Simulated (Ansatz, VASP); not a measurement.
# Ga2O3: VASP beside Ansatz, part 2 of 2

Aim: how closely do two programs agree when they are given the same cell, functional and k mesh? The cell is taken from a series of runs on this material, whose earlier steps may have relaxed, scaled, displaced or heated it; both programs get it as it stands.

VASP 6.6.1 and Ansatz 0.2.0.

So far. Step 2 (VASP: single point, HSE06 with D3(BJ)): The run ends at a pressure of 15.99 GPa, with forces up to 0.080 eV/Å.

**3. Ansatz: single point, HSE06 with D3(BJ)**

Level of this step: Ansatz beside VASP: Kohn-Sham DFT, plane waves, HSE06 with D3(BJ) (Ansatz).

Ansatz runs on PAW files that the input asks for by source.

The same cell, functional and mesh now go to Ansatz, which takes its cutoff from its data sets.

The input, input.yaml:

```yaml
crystal:
  lattice:
    - [5.9395999617, -1.4769247621, 0.0]
    - [5.9395999617, 1.4769247621, 0.0]
    - [-1.3479973174, 0.0, 5.475683592]
  atoms:
    - { symbol: Ga, position: [0.0925999429, 0.0925999429, 0.7966232175] }
    - { symbol: Ga, position: [0.9074000571, 0.9074000571, 0.2033767825] }
    - { symbol: Ga, position: [0.6602556213, 0.6602556213, 0.3126433584] }
    - { symbol: Ga, position: [0.3397443787, 0.3397443787, 0.6873566416] }
    - { symbol: O, position: [0.1743389585, 0.1743389585, 0.1086025894] }
    - { symbol: O, position: [0.8256610415, 0.8256610415, 0.8913974106] }
    - { symbol: O, position: [0.1705344181, 0.1705344181, 0.5562178271] }
    - { symbol: O, position: [0.8294655819, 0.8294655819, 0.4437821729] }
    - { symbol: O, position: [0.4973249536, 0.4973249536, 0.2498895197] }
    - { symbol: O, position: [0.5026750464, 0.5026750464, 0.7501104803] }
kpoints:
  mp_grid: { grid: [4, 4, 2] }
hamiltonian:
  xc: hse06
  pseudopotentials: { kind: paw, source: ansatz }
  dispersion: d3bj
scf:
  occupations: { method: fixed }
  n_extra_bands: 7
  lower_state_search: "off"
  convergence: { dr2_threshold: 1.0e-09 }
output:
  eigenvalues: true
```

On the command line:

```bash
> ansatz run input.yaml --threads 16 --pin off --max-ram 73728MiB --backend cpu --events-out ev --progress --plain --runs-dir out
```

Numbers of over 12 decimals in the logs are rounded to 6 here.

Output:

```text
basis.fft_grid_basis auto: the FFT boxes are laid along the combinations [[1, -1, 0], [0, 1, 0], [0, 0, 1]] of the cell's own vectors, 2.954, 6.120 and 5.639 Å long. The dense box has 36×72×72 points. Along the cell's own vectors, as sized, it would have 72×72×72, 2.00 times as many. Of the 4 symmetry operations that the crystal satisfies within crystal.symmetry.tolerance (time reversal apart; of a slab, those that k [...]
scf.n_extra_bands = 7 over 60 filled bands (N_el = 120.0): the run solves 67 bands
Engine: ansatz 0.2.0, aarch64-unknown-linux-gnu
Pseudopotentials: kind: paw
Pseudopotential: Ga, paw, valence charge 21, recommended cutoff 1020 eV (normal), Ga.paw.azcp
Pseudopotential: O, paw, valence charge 6, recommended cutoff 930 eV (normal), O.paw.azcp
Functional definition: HSE06
  parameter a = 0.25
  parameter omega = 0.11/bohr
  exchange = pbe_x - a*pbe_x_sr(omega) + a*exact_x_sr(omega)
  correlation = pbe_c
davidson cushion auto → on  (no smearing: the cushion is to keep the highest requested band from converging to the state above it; pin scf.eigensolver.cushion to override)
Crystal: 10 atoms, lattice volume = 96.069 Å³
Basis set: ecut = 1020 eV, 7109 PW (Γ), FFT grids on a1−a2, a2, a3
Bands: 67, of which v1, the nominal top of the filled ones, is band 60 counted from 1 (59 counted from 0)
Symmetry: 4 space group operations
Space group: C2/m (ITA 12), of the structure as read, at distance tolerance 4.6e-5 Å
k-points: 14 of 32
Non-local potential: Ga, projectors of the file, l = 0: 3, l = 1: 3, l = 2: 3, l = 3: 2
Non-local potential: O, projectors of the file, l = 0: 2, l = 1: 2, l = 2: 1
PAW form: soft (Blöchl's): semilocal exchange-correlation on the pseudo side does not see the compensation charge
PAW frozen core: Ga, regenerated for the run's functional, and the local potential with it (the file was generated under x = pbe(κ = 0.804, μ = 0.219515), c = pbe(β = 0.066725))
PAW frozen core: O, regenerated for the run's functional, and the local potential with it (the file was generated under x = pbe(κ = 0.804, μ = 0.219515), c = pbe(β = 0.066725))
PAW one-centre angular grid: Ga, 590 points (default); XC on 64 Gauss nodes
PAW one-centre angular grid: O, 110 points (default); XC on 64 Gauss nodes
Initial density: superposition of atomic densities (chi_scale 0.1, normalization cell, long waves kept (reshape's long-wave potential 0.04 eV rms))
Initial wavefunctions: pseudopotential atomic-orbital guess
Functional: x = pbe(κ = 0.804, μ = 0.219515), c = pbe(β = 0.066725), warm-up for x = pbe(κ = 0.804, μ = 0.219515) + 0.25 (exact − pbe) at short range (hse, ω = 0.207870 Å⁻¹), c = pbe(β = 0.066725); HSE06 as pw.x's `hse` composes it (authors' and Libxc's form: `xc: wpbeh`)
SCF iter   1: F=—  HF=-37068.085452 eV  |F-HF|=—  |Δ(HF+E_count)|=         —  Δρ=1.58e-1  dr2=1.04e1  ethr=1.00e-1  ⟨swp⟩=4.0  Hψ=2605  notcnv=0
preconditioner: auto → none  [insulator: Δε(μ)=3.193 eV  Ē_g=18.815 eV  n_scr=42 (ndim 8)  ℏωp=35.5 eV  f_vac=0.000]
SCF iter   2: F=—  HF=-37065.843925 eV  |F-HF|=—  |Δ(HF+E_count)|=    2.24e0  Δρ=7.74e-2  dr2=1.12e0  ethr=8.68e-3  ⟨swp⟩=4.0  Hψ=3044  notcnv=0
SCF iter   3: F=—  HF=-37065.494141 eV  |F-HF|=—  |Δ(HF+E_count)|=   3.50e-1  Δρ=2.46e-2  dr2=1.83e-1  ethr=9.30e-4  ⟨swp⟩=4.0  Hψ=2579  notcnv=0
SCF iter   4: F=—  HF=-37065.523133 eV  |F-HF|=—  |Δ(HF+E_count)|=   2.90e-2  Δρ=1.15e-2  dr2=1.12e-1  ethr=1.53e-4  ⟨swp⟩=3.0  Hψ=2430  notcnv=0
iter 5 solved again at ethr=1.58e-6 eV; its pass at ethr=9.29e-5 eV (dr2=1.89e-3 eV) is discarded
SCF iter   5: F=—  HF=-37065.495692 eV  |F-HF|=—  |Δ(HF+E_count)|=   2.74e-2  Δρ=1.52e-3  dr2=1.89e-3  ethr=1.58e-6  ⟨swp⟩=3.6  Hψ=4659  notcnv=0
SCF iter   6: F=-37065.495133 eV  HF=-37065.495221 eV  |F-HF|=8.79e-5  |Δ(HF+E_count)|=   4.70e-4  Δρ=8.52e-4  dr2=3.32e-4  ethr=1.58e-6  ⟨swp⟩=3.0  Hψ=2299  notcnv=0
SCF 1 stopped early in 6 iterations: F = -37065.495133 eV  dr2 = 3.32e-4
  greatest PAW one-centre occupation: 0.995 electrons in one spin orbital (limit 2), on the Ga atom at site 1 (counted from 0), in its partial waves of l = 0
Initial density: handed on by an earlier stage of this run
Initial wavefunctions: those handed on with the density
Functional: x = pbe(κ = 0.804, μ = 0.219515) + 0.25 (exact − pbe) at short range (hse, ω = 0.207870 Å⁻¹), c = pbe(β = 0.066725); HSE06 as pw.x's `hse` composes it (authors' and Libxc's form: `xc: wpbeh`)
Exchange kernel: α = 0.2500, screened, ω = 0.2079 Å⁻¹, Wigner–Seitz truncation, v(0) = 991.3325 eV·Å³, q-mesh 4×4×2, nearest image of the exchange supercell L = 11.28 Å, pair-density grid 30×64×60, without the augmentation charges, whose exchange is taken in its separable form by FFT convolution over the k-point mesh (the finest that the files' search goes to), smooth part of the exact exchange by density-matrix convolution
Frozen-core exchange: fock
SCF iter   1: F=—  HF=-37067.396894 eV  |F-HF|=—  |Δ(HF+E_count)|=         —  Δρ=2.34e-2  dr2=2.05e-1  ethr=2.77e-6  ⟨swp⟩=6.9  Hψ=4778  notcnv=0
preconditioner: auto → none  [insulator: Δε(μ)=4.912 eV  Ē_g=20.732 eV  n_scr=42 (ndim 8)  ℏωp=35.5 eV  f_vac=0.034]
SCF iter   2: F=—  HF=-37067.338258 eV  |F-HF|=—  |Δ(HF+E_count)|=   5.86e-2  Δρ=4.96e-3  dr2=1.30e-2  ethr=2.77e-6  ⟨swp⟩=4.0  Hψ=3813  notcnv=0
SCF iter   3: F=—  HF=-37067.383837 eV  |F-HF|=—  |Δ(HF+E_count)|=   4.56e-2  Δρ=3.58e-3  dr2=6.54e-3  ethr=2.77e-6  ⟨swp⟩=4.0  Hψ=3394  notcnv=0
[...]
SCF iter   5: F=—  HF=-37067.381980 eV  |F-HF|=—  |Δ(HF+E_count)|=   3.84e-4  Δρ=1.86e-4  dr2=5.98e-5  ethr=1.10e-6  ⟨swp⟩=3.0  Hψ=2276  notcnv=0
SCF iter   6: F=-37067.382422 eV  HF=-37067.382451 eV  |F-HF|=2.95e-5  |Δ(HF+E_count)|=   4.71e-4  Δρ=2.26e-4  dr2=3.80e-5  ethr=1.30e-8  ⟨swp⟩=4.8  Hψ=3768  notcnv=0
SCF 2 stopped early in 6 iterations: F = -37067.382422 eV  dr2 = 3.80e-5
hybrid outer 1: dexx = +5.110e-2 eV, tail = 1.44e-4 eV
Exchange kernel: α = 0.2500, screened, ω = 0.2079 Å⁻¹, Wigner–Seitz truncation, v(0) = 991.3325 eV·Å³, q-mesh 4×4×2, nearest image of the exchange supercell L = 11.28 Å, pair-density grid 30×64×60, without the augmentation charges, whose exchange is taken in its separable form by FFT convolution over the k-point mesh (the finest that the files' search goes to), smooth part of the exact exchange by density-matrix convolution
Frozen-core exchange: fock
SCF iter   1: F=—  HF=-37067.381340 eV  |F-HF|=—  |Δ(HF+E_count)|=         —  Δρ=1.26e-4  dr2=1.08e-5  ethr=6.01e-7  ⟨swp⟩=3.1  Hψ=2094  notcnv=0
preconditioner: auto → none  [insulator: Δε(μ)=4.962 eV  Ē_g=20.621 eV  n_scr=42 (ndim 8)  ℏωp=35.5 eV  f_vac=0.043]
iter 2 solved again at ethr=3.44e-10 eV; its pass at ethr=6.88e-9 eV (dr2=4.13e-7 eV) is discarded
SCF iter   2: F=—  HF=-37067.381341 eV  |F-HF|=—  |Δ(HF+E_count)|=   4.58e-7  Δρ=3.41e-5  dr2=8.42e-7  ethr=3.44e-10  ⟨swp⟩=2.1  Hψ=5270  notcnv=0
SCF iter   3: F=—  HF=-37067.381343 eV  |F-HF|=—  |Δ(HF+E_count)|=   2.51e-6  Δρ=3.64e-5  dr2=7.64e-7  ethr=3.44e-10  ⟨swp⟩=4.8  Hψ=2566  notcnv=0  defer=3
SCF iter   4: F=—  HF=-37067.381343 eV  |F-HF|=—  |Δ(HF+E_count)|=   2.13e-7  Δρ=7.68e-6  dr2=2.27e-8  ethr=3.44e-10  ⟨swp⟩=3.0  Hψ=2475  notcnv=0
SCF iter   5: F=—  HF=-37067.381343 eV  |F-HF|=—  |Δ(HF+E_count)|=   4.93e-8  Δρ=4.83e-6  dr2=1.08e-8  ethr=1.58e-11  ⟨swp⟩=5.1  Hψ=3169  notcnv=0  defer=4
SCF iter   6: F=—  HF=-37067.381343 eV  |F-HF|=—  |Δ(HF+E_count)|=   2.05e-9  Δρ=1.57e-6  dr2=1.08e-9  ethr=8.87e-12  ⟨swp⟩=3.1  Hψ=2407  notcnv=0
SCF iter   7: F=-37067.381343 eV  HF=-37067.381343 eV  |F-HF|=7.28e-12  |Δ(HF+E_count)|=  2.76e-10  Δρ=3.08e-7  dr2=5.14e-10  ethr=4.54e-12 (applied; sched 1.00e-12)  ⟨swp⟩=2.0  Hψ=2072  notcnv=0
SCF 3 converged in 7 iterations: F = -37067.381343 eV  dr2 = 5.14e-10
hybrid outer 2: dexx = +2.001e-6 eV, tail = 9.86e-9 eV, Δε = 5.90e-3 eV (about 7.65e-5 eV left of the loop's levels)
the search or the solves at the SCF's close seem to have found levels that the self-consistency loop had missed (the run counts 1). By its estimate they hold under 1e-12 electrons; where the run keeps them, the occupations were computed again with them
hybrid SCF converged: 2 outer / 13 inner (+6 warm-up), last move |dexx| = 2.00e-6 eV, tail = 9.86e-9 eV
Stability not checked: this state was not tested for a lower state beside it, because the functional holds exact exchange (a hybrid, or Hartree-Fock), whose exchange loop this test does not read (fock_operator; see scf.lower_state_search)
Free energy (F): -37067.381343 eV
Frozen-core exchange: fock
Harris-Foulkes:  -37067.381343 eV  (|F-HF|=7.28e-12)
Internal energy: -37067.381343 eV  (E = F + TS)
E sigma→0 (E₀):  -37067.381343 eV
Fermi energy:    9.491667 eV
--- Per-component energies (eV) ---
  E_band       = -3275.000896
  E_kinetic    = 4646.258174
  E_local      = -36491.768629  (includes V_loc(G=0)·N_el)
  E_nonlocal   = 7673.588246
  E_hartree    = 13569.415563
  E_xc         = -944.257050
  E_vxc        = -1208.845962  (∫ρ·V_xc dr)
  E_exx        = -657.867333  (= α·E_x^exact, valence–valence)
  E_paw        = -8754.746729  (= ΣΔE_a)
  E_vpaw       = -3717.329204  (= ΣTr[D̂ρ^β])
  E_aug_tail   = 0.000491  (compensation charges beyond the density's cutoff)
  E_ewald      = -16104.439513
  E_disp       = -2.497184  (pairwise vdW)
  E_core_change = -1.067380  (= ΣΔE_core)
  E_smearing   = -0.000000  (= −TS)
  E_closure    = -0.000000  (closes the sum)
  Σ components = -37067.381343   (vs F -37067.381343, Δ=0.00e0)
--- Band table (eV; the first three rows and the last of 14) ---
  k-point 0: bands = [... 56 lower, 8.8840, 8.9486, 9.2287, 9.4917, 14.4546, 17.7830, 18.6137, 19.1639, ... 3 higher]
  k-point 1: bands = [... 56 lower, 8.5176, 8.8704, 9.1645, 9.1908, 16.8993, 16.9713, 19.2055, 19.3944, ... 3 higher]
  k-point 2: bands = [... 56 lower, 8.4210, 8.5427, 8.9052, 9.4312, 16.8765, 18.3882, 19.5069, 20.3482, ... 3 higher]
  k-point 13: bands = [... 56 lower, 8.8104, 8.9471, 9.0789, 9.4482, 17.3501, 17.4071, 18.6074, 18.8556, ... 3 higher]
```

Reading the cycles: dr2 is the Hartree energy of the density residual (eV), the measure of convergence; HF is the Harris–Foulkes estimate of the energy, which meets the free energy F at convergence.

**4. Comparison**

Known differences besides the potentials themselves: exact exchange at q = 0 is treated differently, which shows on coarse meshes; VASP keeps PBE cores, Ansatz makes them for the functional; fixed occupations in Ansatz, narrow Gaussian smearing in VASP; the data sets hold 120 valence electrons in Ansatz (on PAW files that the input asks for by source) and 88 in VASP; the cutoff is 1020 eV in Ansatz and 520 eV in VASP; VASP takes a coarser grid for exact exchange (PRECFOCK = Fast). Total energies have different zeros and are not compared.

Both answers:

```tsv
quantity	Ansatz	VASP	difference
gap on the k mesh (eV)	4.963	4.943	+0.020
```

A gap on the mesh is an upper bound, since the band edges may lie between its points.

**5. Results**

| Quantity | Value |
| --- | --- |
| difference in gap on the k mesh (single point, HSE06 with D3(BJ)) | 0.020 eV |

**Reading.** The difference in gap on the k mesh is 0.020 eV (single point, HSE06 with D3(BJ)), within the 0.08 eV picked in this series as the mark of a large difference. The data sets hold unlike numbers of valence electrons (120 in Ansatz and 88 in VASP), so part of the differences comes from the potentials. How closely two codes agree says nothing of how well the functional describes the real material.

[Lines on the potential files, build, host, timing and source positions are cut from VASP's logs without a mark.]

[Logs are printed without paths, hosts, clocks, repeated set-up lines and the standing remarks that a program may print on its own settings, such as how far it seeks lower states.]

[Hosts, paths, dates, database ids (printed as entryN), source tags and the programs' standing remarks are cut or masked in the printed files.]
